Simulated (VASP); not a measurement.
A convergence study with VASP on NiSi₂: one setting is varied, all else stays as given below, so the limit is that of these other settings.

```
NiSi2
1.0
    3.81397     0.00000     0.00000
    1.90699     3.30300     0.00000
    0.00000     0.00000    21.78519
Ni Si
3 6
Direct
  0.00000   0.00000   0.35705
  0.33333   0.33333   0.50000
  0.66667   0.66667   0.64295
  0.66667   0.66667   0.32132
  0.33333   0.33333   0.39279
  0.00000   0.00000   0.46426
  0.66667   0.66667   0.53573
  0.33333   0.33333   0.60721
  0.00000   0.00000   0.67868
```

Calculation: PBE GGA, VASP's PBE PAW potentials (set 64) (plane waves; VASP 6.6.1). The tightest run used: 600 eV cut-off, 9×9×1 Γ-centred mesh, Gaussian smearing of 0.10 eV, potentials Ni Si.

```json
[
 {"setting": "ENCUT = 150", "E (eV/atom)": "-3.7180", "largest force (eV/Å)": "0.689", "plane waves": "1170"},
 {"setting": "ENCUT = 180", "E (eV/atom)": "-5.2180", "largest force (eV/Å)": "0.633", "plane waves": "1528"},
 {"setting": "ENCUT = 210", "E (eV/atom)": "-5.4979", "largest force (eV/Å)": "0.603", "plane waves": "1925"}
]
```

### Question
These are the cheaper rows. Estimate the results at ENCUT = 600, and how far the last row shown lies from them.

### Answer

```csv
quantity,tightest run,last row shown is off by
E (eV/atom),-5.6057,0.1078
largest force (eV/Å),0.611,-0.008
```

Left out are rungs that failed or repeat a setting and relaxations that didn't move; long series are thinned to 24 rows.

The cell is a sheet or thin cut with vacuum, built from a generated structure. The run is not spin-polarised, so no magnetic state was tried.
